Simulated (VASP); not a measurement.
Consider the following.

```
CdI2
1.0
    2.21967    -3.84458     0.00000
    2.21967     3.84458     0.00000
    0.00000     0.00000     8.50145
Cd I
1 2
Direct
  0.00000   0.00000   0.00000
  0.33333   0.66667   0.20249
  0.66667   0.33333   0.79751
```

The numbers are results of RPBE GGA, VASP's PBE PAW potentials (set 64) (plane waves; VASP), not measurements. Numerical set-up: 520 eV cut-off, Gaussian smearing of 0.050 eV, potentials Cd I.

Without a dispersion term in the relaxation, distances and binding between the weakly bound layers, chains or molecules are unreliable, and so is what depends on them. Unless said otherwise, spin-orbit coupling is left out, though it shifts the bands of the heavy elements here.

### Question
Give the energies of bands 8 to 16 at the high-symmetry points, in eV from the valence-band maximum.

### Answer

```csv
band,Γ,M,K,A,L,H
8,-2.81,-3.25,-3.15,-2.72,-3.26,-3.14
9,-0.36,-2.27,-1.85,-0.62,-2.31,-1.89
10,-0.22,-1.15,-1.85,-0.23,-1.10,-1.89
11,-0.22,-1.11,-1.52,-0.23,-1.06,-1.55
12,-0.03,-0.27,-0.40,-0.03,-0.27,-0.32
13,-0.03,-0.12,-0.40,-0.03,-0.14,-0.32
14,2.55,2.57,3.05,2.88,2.53,3.14
15,4.70,5.32,6.66,4.65,5.35,6.14
16,6.29,6.63,6.66,6.27,6.38,6.14
```

The gap is indirect, 2.53 eV, from the valence maximum at Γ-M at 0.33 to the conduction minimum at L.

The compound is CdI2 in the 1T layered structure. It was relaxed first, which changed the volume by +36 %.
